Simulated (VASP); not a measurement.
Input:

```
CELL_PARAMETERS angstrom
      4.96867     0.00000     0.00000
      0.00000     4.96867     0.00000
      0.00000     0.00000     3.41624
ATOMIC_POSITIONS crystal
  Pb 0.00000 0.00000 0.00000
  Pb 0.50000 0.50000 0.50000
  O  0.30686 0.30686 0.00000
  O  0.80686 0.19314 0.50000
  O  0.19314 0.80686 0.50000
  O  0.69314 0.69314 0.00000
```

All values below come from r2SCAN+rVV10, VASP's PBE PAW potentials (set 64) (plane waves; VASP). Run with 520 eV cut-off, 5×5×7 Γ-centred mesh, tetrahedra with Blöchl corrections, potentials Pb_d O.

The cores are frozen, which limits the accuracy of field gradients.

Q: Give the principal components of the electric field gradient (V/Å²) and the asymmetry η at each nucleus.

A: 
```
atom     Vxx    Vyy     Vzz     η
----  ------  -----  ------  ----
Pb1   -101.2  -40.2   141.4  0.43
Pb2   -101.2  -40.2   141.4  0.43
O3      76.4   51.8  -128.2  0.19
O4      76.4   51.8  -128.2  0.19
O5      76.4   51.8  -128.2  0.19
O6      76.4   51.8  -128.2  0.19
```

The compound is PbO2 in the rutile structure. It was relaxed first.
